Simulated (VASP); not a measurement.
# TlSnF (P-3m1) in VASP: further runs

One crystal, TlSnF, is run at these levels: RPBE, PBE; tasks: relaxation of the atoms, relaxation of cell and atoms.

All numbers are computed with VASP 6.6.1; they aren't measurements. Logs are shortened: lines on timing, memory, paths and dates and some standing lists are left out, and cuts for length are marked.

**1. Starting point**

The structure is trigonal, space group P-3m1 (No. 164). Conventional cell: a = 4.597 Å, b = 4.597 Å, c = 8.511 Å, α = 90.00°, β = 90.00°, γ = 120.00°. Tl (site symmetry 3m) has 3 F at 2.75 Å and 3 Tl at 3.02 Å as nearest neighbours. Around Sn (site symmetry 3m) lie 3 F at 3.13 Å and 4 Tl at 3.25 to 3.31 Å. F (site symmetry -3m) has 6 Tl at 2.75 Å as nearest neighbours. F (site symmetry -3m) has 6 Sn at 3.13 Å as nearest neighbours.

The cell was built by a generator and needn't be a form met in nature.

**2. Relaxation of the atoms, RPBE**

Contents of INCAR:

```
PREC = Accurate
ENCUT = 520
EDIFF = 1E-6
ISMEAR = 0
SIGMA = 0.05
LREAL = F
LASPH = T
NELM = 80
ALGO = Normal
ISIF = 2
LWAVE = F
LCHARG = F
GGA = RP
IBRION = 2
NSW = 60
EDIFFG = -0.005
```

Contents of KPOINTS:

```
regular mesh
0
Gamma
  7 7 3
```

Contents of POSCAR:

```
TlSnF
1.0
    4.5965180800      0.0000000000      0.0000000000
   -2.2982590400      3.9807014300      0.0000000000
    0.0000000000      0.0000000000      8.5112525400
Tl Sn F
2 2 2
Direct
    0.3333333300      0.6666666700      0.9154971500
    0.6666666700      0.3333333300      0.0845028500
    0.3333333300      0.6666666700      0.3047298500
    0.6666666700      0.3333333300      0.6952701500
    0.0000000000      0.0000000000      0.0000000000
    0.0000000000      0.0000000000      0.5000000000
```

Potentials or basis: VASP PAW PBE potentials, release 64 (Tl_d, Sn_d, F).

Launch:

```console
> cat potpaw_PBE.64/Tl_d/POTCAR potpaw_PBE.64/Sn_d/POTCAR potpaw_PBE.64/F/POTCAR > POTCAR
> mpirun -np 1 vasp_std > vasp.out
```

OUTCAR:

```text
PREC = Accurate
   ENCUT = 520
   EDIFF = 1E-6
   ISMEAR = 0
   LREAL = F
   LASPH = T
   NELM = 80
   ISIF = 2
   GGA = RP
   IBRION = 2
   NSW = 60
   EDIFFG = -0.005

 ion  position               nearest neighbor table
   1  0.333  0.667  0.915-   5 2.75   5 2.75   5 2.75   2 3.02   2 3.02   2 3.02   4 3.25   4 3.25
                             4 3.25   3 3.31
   2  0.667  0.333  0.085-   5 2.75   5 2.75   5 2.75   1 3.02   1 3.02   1 3.02   3 3.25   3 3.25
                             3 3.25   4 3.31
   3  0.333  0.667  0.305-   2 3.25   2 3.25   2 3.25   1 3.31
   4  0.667  0.333  0.695-   1 3.25   1 3.25   1 3.25   2 3.31
   5  0.000  0.000  0.000-   1 2.75   2 2.75   2 2.75   1 2.75   2 2.75   1 2.75
   6  0.000  0.000  0.500-

  LATTYP: Found a hexagonal cell.
 ALAT       =     4.5965180800
 C/A-ratio  =     1.8516738957

  Lattice vectors:

 A1 = (   4.5965180800,   0.0000000000,   0.0000000000)
 A2 = (  -2.2982590400,   3.9807014300,   0.0000000000)
 A3 = (   0.0000000000,   0.0000000000,   8.5112525400)

Analysis of symmetry for initial positions (statically):
=====================================================================
 Subroutine PRICEL returns:
 Original cell was already a primitive cell.

 Routine SETGRP: Setting up the symmetry group for a
 hexagonal supercell.

 Subroutine GETGRP returns: Found 12 space group operations
 (whereof 12 operations were pure point group operations)
 out of a pool of 24 trial point group operations.

The static configuration has the point symmetry D_3d.

Analysis of symmetry for dynamics (positions and initial velocities):
=====================================================================
 Subroutine PRICEL returns:
 Original cell was already a primitive cell.

 Routine SETGRP: Setting up the symmetry group for a
 hexagonal supercell.

 Subroutine GETGRP returns: Found 12 space group operations
 (whereof 12 operations were pure point group operations)
 out of a pool of 24 trial point group operations.

The dynamic configuration has the point symmetry D_3d.

 Subroutine INISYM returns: Found 12 space group operations
 (whereof 12 operations are pure point group operations),
 and found     1 'primitive' translations

----------------------------------------------------------------------------------------

                                     Primitive cell

  volume of cell :     155.7335

  direct lattice vectors                    reciprocal lattice vectors
     4.596518080  0.000000000  0.000000000     0.217555981  0.125606004  0.000000000
    -2.298259040  3.980701430  0.000000000     0.000000000  0.251212008  0.000000000
     0.000000000  0.000000000  8.511252540     0.000000000  0.000000000  0.117491520

  length of vectors
     4.596518080  4.596518083  8.511252540     0.251212008  0.251212008  0.117491520

  position of ions in fractional coordinates (direct lattice)
     0.333333330  0.666666670  0.915497150
     0.666666670  0.333333330  0.084502850
     0.333333330  0.666666670  0.304729850
     0.666666670  0.333333330  0.695270150
     0.000000000  0.000000000  0.000000000
     0.000000000  0.000000000  0.500000000

  ion indices of the primitive-cell ions
   primitive index   ion index
                 1           1
                 2           2
                 3           3
                 4           4
                 5           5
                 6           6

----------------------------------------------------------------------------------------

 KPOINTS: regular mesh

Automatic generation of k-mesh.
 Grid dimensions read from file:
 generate k-points for:    7    7    3

 Generating k-lattice:

  Cartesian coordinates                     Fractional coordinates (reciprocal lattice)
     0.031079426  0.017943715  0.000000000     0.142857143  0.000000000  0.000000000
     0.000000000  0.035887430  0.000000000     0.000000000  0.142857143  0.000000000
     0.000000000  0.000000000  0.039163840     0.000000000  0.000000000  0.333333333

  Length of vectors
     0.035887430  0.035887430  0.039163840

  Shift w.r.t. Gamma in fractional coordinates (k-lattice)
     0.000000000  0.000000000  0.000000000

 Subroutine IBZKPT returns following result:
 ===========================================

 Found     20 irreducible k-points:

 Following reciprocal coordinates:
            Coordinates               Weight
  0.000000  0.000000  0.000000      1.000000
  0.142857  0.000000  0.000000      6.000000
  0.285714  0.000000  0.000000      6.000000
  0.428571  0.000000  0.000000      6.000000
  0.142857  0.142857  0.000000      6.000000
  0.285714  0.142857  0.000000     12.000000
[... 12 lines left out ...]
  0.428571  0.142857  0.333333     12.000000
  0.285714  0.285714  0.333333     12.000000
   k-points           NKPTS =     20   k-points in BZ     NKDIM =     20   number of bands    NBANDS=     40
   number of dos      NEDOS =    301   number of ions     NIONS =      6
   total plane-waves  NPLWV =  82944
   dimension x,y,z NGX =    36 NGY =   36 NGZ =   64
   dimension x,y,z NGXF=    72 NGYF=   72 NGZF=  128
   ions per type =               2   2   2
   NGX,Y,Z   is equivalent  to a cutoff of  13.02, 13.02, 12.50 a.u.
   NGXF,Y,Z  is equivalent  to a cutoff of  26.04, 26.04, 25.00 a.u.
 SYSTEM =  unknown system
   PREC   = accura    normal or accurate (medium, high low for compatibility)
   ISTART =      0    job   : 0-new  1-cont  2-samecut
   ICHARG =      2    charge: 1-file 2-atom 10-const
   ISPIN  =      1    spin polarized calculation?
   LNONCOLLINEAR =      F non collinear calculations
   LSORBIT =      F    spin-orbit coupling
   LASPH  =      T    aspherical Exc in radial PAW
   ENCUT  =  520.0 eV  38.22 Ry    6.18 a.u.   8.55  8.55 15.83*2*pi/ulx,y,z
   NELM   =     80;   NELMIN=  2; NELMDL= -5     # of ELM steps
   EDIFF  = 0.1E-05   stopping-criterion for ELM
   LREAL  =      F    real-space projection
   EDIFFG = -.5E-02   stopping-criterion for IOM
   NSW    =     60    number of steps for IOM
   IBRION =      2    ionic relax: 0-MD 1-quasi-New 2-CG
   NFREE  =      1    steps in history (QN), initial steepest desc. (CG)
   ISIF   =      2    stress and relaxation
   ISYM   =      2    0-nonsym 1-usesym 2-fastsym
   POTIM  = 0.5000    time-step for ionic-motion
   TEBEG  =    0.0;   TEEND  =   0.0 temperature during run
   PSTRESS=    0.0 pullay stress
   NELECT =      68.0000    total number of electrons
   NUPDOWN=      -1.0000    fix difference up-down
   EMIN   =  10.00;   EMAX   =-10.00  energy-range for DOS
   EFERMI =   0.00;   METHOD = LEGACY
   ISMEAR =     0;   SIGMA  =   0.05  broadening in eV -4-tet -1-fermi 0-gaus
   EFERMI_NEDOS =   21; number of points for ismear=-14 and -15
   IALGO  =     38    algorithm
   IMIX   =      4    mixing-type and parameters
     AMIX     =   0.40;   BMIX     =  1.00
     AMIX_MAG =   1.60;   BMIX_MAG =  1.00
  volume/ion in A,a.u.               =      25.96       175.16
  Fermi-wavevector in a.u.,A,eV,Ry     =   1.241987  2.347015 20.987424  1.542532
  Thomas-Fermi vector in A             =   2.376361
   LORBIT       =      0    0 simple, 1 ext, 2 COOP (PROOUT), +10 PAW based schemes
   GGA     = RP    functional components
   LHFCALC =     F    Hartree Fock is set to
   AEXX    =    0.0000 exact exchange contribution
   IVDW    =     0    specifies the selected vdW correction
   LEPSILON=     F    determine dielectric tensor
   LRPA    =     F    only Hartree local field effects (RPA)
 conjugate gradient relaxation of ions
 non-spin polarized calculation
 Gauss-broadening in eV      SIGMA  =   0.05
  energy-cutoff  :      520.00
  volume of cell :      155.73
 maximum number of plane-waves:      4237
 NGX is ok and might be reduce to    36
   NGX = 17   NGY = 17   NGZ = 31

--------------------------------------- Ionic step        1  -------------------------------------------

 number of electron      67.9999964 magnetization

 Free energy of the ion-electron system (eV)
  ---------------------------------------------------
  ext. energy  EPLUGINS =         0.00000000
  ---------------------------------------------------
  free energy    TOTEN  =       -16.97205230 eV

  energy without entropy =      -16.96904464  energy(sigma->0) =      -16.97054847

------------------------ aborting loop because EDIFF is reached ----------------------------------------

  FORCE on cell =-STRESS in cart. coord.  units (eV):
  Direction    XX          YY          ZZ          XY          YZ          ZX
  --------------------------------------------------------------------------------------
  -------------------------------------------------------------------------------------
  Total        1.7778621      1.7778621      0.5011422      0.0000000      0.0000000      0.0000000
  in kB       18.2905434     18.2905434      5.1557226      0.0000000      0.0000000      0.0000000
  external PRESSURE =      13.9122698 kB  Pullay stress =       0.0000000 kB
[... 101 lines left out ...]
  FREE ENERGIE OF THE ION-ELECTRON SYSTEM (eV)
  ---------------------------------------------------
  free  energy   TOTEN  =       -17.3828888234 eV

  energy  without entropy=      -17.3745797419  energy(sigma->0) =      -17.37873428

[... ionic steps 4 to 16 ...]

--------------------------------------- Ionic step       17  -------------------------------------------

 number of electron      67.9999959 magnetization

------------------------ aborting loop because EDIFF is reached ----------------------------------------

  FORCE on cell =-STRESS in cart. coord.  units (eV):
  Direction    XX          YY          ZZ          XY          YZ          ZX
  --------------------------------------------------------------------------------------
  -------------------------------------------------------------------------------------
  Total        0.6852104      0.6852104      1.7056976      0.0000000      0.0000000      0.0000000
  in kB        7.0494052      7.0494052     17.5481184      0.0000000      0.0000000      0.0000000
  external PRESSURE =      10.5489763 kB  Pullay stress =       0.0000000 kB
[... 65 lines left out ...]
  energy  without entropy=      -18.6930865329  energy(sigma->0) =      -18.69512305

--------------------------------------- Ionic step       19  -------------------------------------------

 number of electron      67.9999960 magnetization

 Free energy of the ion-electron system (eV)
  ---------------------------------------------------
  ext. energy  EPLUGINS =         0.00000000
  ---------------------------------------------------
  free energy    TOTEN  =       -18.69718077 eV

  energy without entropy =      -18.69313074  energy(sigma->0) =      -18.69515576

 E-fermi :   4.5554     XC(G=0):  -9.0084

 val. band max:        4.5040116173   @ k =   0.4286   0.1429   0.3333
 cond. band min:       4.5554199143   @ k =  -0.1429   0.4286   0.3333
 fundamental gap:      0.0514082969
 Fermi energy:         4.5553817388

 k-point     1 :       0.0000    0.0000    0.0000
  band No.  band energies     occupation
      1     -18.2034      2.00000
      2     -17.2418      2.00000
      3     -17.0715      2.00000
      4     -17.0715      2.00000
      5     -17.0012      2.00000
      6     -17.0012      2.00000
[... 882 lines left out ...]
  FREE ENERGIE OF THE ION-ELECTRON SYSTEM (eV)
  ---------------------------------------------------
  free  energy   TOTEN  =       -18.6971807660 eV

  energy  without entropy=      -18.6931307450  energy(sigma->0) =      -18.69515576

 reached required accuracy - stopping structural energy minimisation
```

Wall time 28 min (1 thread of AMD EPYC 7R43 (Zen 3), shared host); peak memory 0.3 GiB.

What came out:

| Item | Value |
| --- | --- |
| Free energy | -18.6972 eV |
| Energy gained by relaxing | 287.5 meV/atom |
| Ionic steps | 19 |
| Pressure after relaxing | 1.1 GPa |
| Band gap on the k mesh | none (metal or under the smearing width) |

Forces in eV/Å, atoms in the order of the input:
```
Tl   0.000  0.000 -0.002
Tl   0.000  0.000  0.002
Sn   0.000  0.000  0.001
Sn   0.000  0.000 -0.001
F    0.000  0.000  0.000
F    0.000  0.000  0.000
```

The path:
```tsv
step	energy change (eV)	largest force (eV/Å)	pressure (GPa)
1	0.0000	0.8778	1.39
2	-0.1271	0.8099	0.84
3	-0.4108	0.7940	-0.40
4	-0.9146	1.3228	-1.05
5	-1.2786	0.8991	1.93
6	-1.4008	1.1388	-0.30
7	-1.4617	0.7005	0.40
8	-1.5286	0.6405	2.29
9	-1.5595	0.6617	1.40
10	-1.6850	0.3347	1.13
11	-1.7206	0.1164	1.11
12	-1.6740	0.4129	1.16
13	-1.7250	0.0259	1.11
14	-1.7249	0.0278	1.10
15	-1.7251	0.0081	1.05
16	-1.7251	0.0095	1.06
17	-1.7251	0.0087	1.05
18	-1.7251	0.0091	1.06
19	-1.7251	0.0025	1.06
```

Final structure:
```yaml
crystal:
  lattice:
    - [4.59652, 0.00000, 0.00000]
    - [-2.29826, 3.98070, 0.00000]
    - [0.00000, 0.00000, 8.51125]
  atoms:
    - { symbol: Tl, position: [0.33333, 0.66667, 0.86140] }
    - { symbol: Tl, position: [0.66667, 0.33333, 0.13860] }
    - { symbol: Sn, position: [0.33333, 0.66667, 0.40995] }
    - { symbol: Sn, position: [0.66667, 0.33333, 0.59005] }
    - { symbol: F, position: [0.00000, 0.00000, 0.00000] }
    - { symbol: F, position: [0.00000, 0.00000, 0.50000] }
```

Levels at points of the mesh, in eV from the Fermi level:
```
           k point  band 32  band 33  band 34  band 35  band 36  band 37
(0.00, 0.00, 0.00)    -1.87     0.15     0.15     0.91     1.97     3.05
```

Caveat: the PAW data sets were made with another functional, which shifts forces and pressure a little.

**3. Relaxation of cell and atoms, PBE**

Contents of INCAR:

```
SYSTEM = TlSnF
PREC     = Accurate       ! precision mode
ENCUT    = 600            ! plane-wave cutoff, eV
EDIFF    = 1E-6           ! SCF threshold, eV
ISMEAR   = 0              ! smearing method
SIGMA    = 0.05           ! smearing width, eV
LREAL    = .False.        ! projectors in reciprocal space
LASPH    = .True.         ! aspherical terms in the spheres
NELM     = 100            ! most SCF steps
ALGO     = Normal         ! electronic algorithm
ISIF     = 3              ! what is computed and relaxed
LWAVE    = .False.        ! write WAVECAR
LCHARG   = .False.        ! write CHGCAR
GGA      = PE             ! functional
IBRION   = 2              ! ionic algorithm
NSW      = 40             ! ionic steps
EDIFFG   = -0.01          ! ionic threshold
```

Contents of KPOINTS:

```
regular mesh
0
Gamma
  7 7 3
  0 0 0
```

POSCAR is that of step 2.

Potentials or basis: VASP PAW PBE potentials, release 64 (Tl_d, Sn_d, F).

Launch:

```console
> cat potpaw_PBE.64/Tl_d/POTCAR potpaw_PBE.64/Sn_d/POTCAR potpaw_PBE.64/F/POTCAR > POTCAR
> mpirun -np 1 vasp_std > vasp.out
```

Wall time 79 min (1 thread of AMD EPYC 7R43 (Zen 3), shared host); peak memory 0.42 GiB.

It converged, with:

| Item | Value |
| --- | --- |
| Free energy | -20.6731 eV |
| Relaxed volume | 23.46 Å³/atom |
| Relaxed cell | a = 4.782 Å, b = 4.782 Å, c = 7.109 Å, α = 90.00°, β = 90.00°, γ = 120.00° |
| Space group after relaxing (to 0.05 Å) | P-3m1 (No. 164) |
| Energy gained by relaxing | 286.6 meV/atom |
| Ionic steps | 28 |
| Pressure after relaxing | 0.0 GPa |
| Largest force after relaxing | 0.004 eV/Å |
| Band gap on the k mesh | none (metal or under the smearing width) |

Forces on the atoms (eV/Å):
```
Tl   0.000  0.000 -0.004
Tl   0.000  0.000  0.004
Sn   0.000  0.000 -0.003
Sn   0.000  0.000  0.003
F    0.000  0.000  0.000
F    0.000  0.000  0.000
```

The path:
| step | energy change (eV) | largest force (eV/Å) | pressure (GPa) | volume (Å³) |
| --- | --- | --- | --- | --- |
| 1 | 0.0000 | 0.8454 | -0.50 | 155.73 |
| 2 | -0.1250 | 0.8265 | -0.64 | 153.90 |
| 3 | -0.4550 | 0.8770 | -0.78 | 148.47 |
| 4 | -1.0428 | 1.1926 | 0.58 | 137.84 |
| 5 | 0.1081 | 2.6592 | 15.45 | 117.55 |
| 6 | -1.0764 | 1.1477 | 1.45 | 134.76 |
| 7 | -1.1838 | 0.6548 | 5.28 | 126.04 |
| 8 | -1.2126 | 0.7934 | 3.63 | 128.97 |
| 9 | -1.3448 | 0.6130 | 2.68 | 131.36 |
| 10 | -1.4796 | 0.7974 | 0.97 | 137.91 |
| 11 | -1.4870 | 0.6938 | 1.19 | 136.40 |
| 12 | -1.4877 | 0.7140 | 1.14 | 136.77 |
| 13 | -1.5306 | 0.6265 | 0.46 | 138.34 |
| 14 | -1.5766 | 0.4350 | -1.14 | 142.75 |
| 15 | -1.6268 | 0.3684 | -0.75 | 141.02 |
| 16 | -1.6857 | 0.1970 | 0.53 | 136.44 |
| 17 | -1.7012 | 0.1879 | -0.01 | 137.92 |
| 18 | -1.7023 | 0.1817 | -0.17 | 138.43 |
| 19 | -1.7083 | 0.1262 | 0.02 | 138.08 |
| 20 | -1.7113 | 0.0433 | 0.29 | 137.70 |
| 21 | -1.7170 | 0.0304 | 0.15 | 138.98 |
| 22 | -1.7193 | 0.0205 | 0.02 | 140.06 |
| 23 | -1.7181 | 0.0540 | -0.17 | 142.22 |
| 24 | -1.7197 | 0.0301 | -0.05 | 140.80 |
| 25 | -1.7197 | 0.0283 | -0.04 | 140.70 |
| 26 | -1.7198 | 0.0123 | 0.03 | 140.62 |
| 27 | -1.7198 | 0.0103 | 0.02 | 140.62 |
| 28 | -1.7199 | 0.0039 | 0.00 | 140.78 |

Final structure:
```xyz
6
Lattice="4.7818 0.0000 0.0000 -2.3909 4.1411 0.0000 0.0000 0.0000 7.1092" Properties=species:S:1:pos:R:3 pbc="T T T"
Tl    0.0000    2.7608    6.2619
Tl    2.3909    1.3804    0.8473
Sn    0.0000    2.7608    2.9656
Sn    2.3909    1.3804    4.1436
F     0.0000    0.0000    0.0000
F     0.0000    0.0000    3.5546
```

Levels at points of the mesh, in eV from the Fermi level:
| k point | band 32 | band 33 | band 34 | band 35 | band 36 | band 37 |
| --- | --- | --- | --- | --- | --- | --- |
| (0.00, 0.00, 0.00) | -2.15 | -0.43 | -0.43 | 1.58 | 1.98 | 3.24 |

**4. The reference run**

An earlier run on the cell as given: functional PBE; potentials or basis VASP PAW PBE potentials, release 64 (Tl_d, Sn_d, F); cutoff 520 eV; k mesh 7 × 7 × 3; occupations fermi-dirac, width 0.05 eV; no spin polarisation.

* Pressure: -0.5 GPa
* Largest force: 0.867 eV/Å
* Band gap on the k mesh: none (metal or under the smearing width)

**5. The runs side by side**

```tsv
task	level	cell	cutoff (eV)	smearing	gap on the mesh (eV)	pressure (GPa)
relaxation of the atoms	RPBE	atoms relaxed	520	gaussian 0.05 eV	none	1.1
relaxation of cell and atoms	PBE	relaxed	600	gaussian 0.05 eV	none	0.0
single point	PBE	as given	520	fermi-dirac 0.05 eV	none	-0.5
```

Alike in all rows: potentials or basis VASP PAW PBE potentials, release 64 (Tl_d, Sn_d, F); no spin polarisation; k mesh 7 × 7 × 3.

Caveats: the PAW data sets were made with another functional, which shifts forces and pressure a little (some runs).

Absolute energies hang on the potentials; compare differences alone.
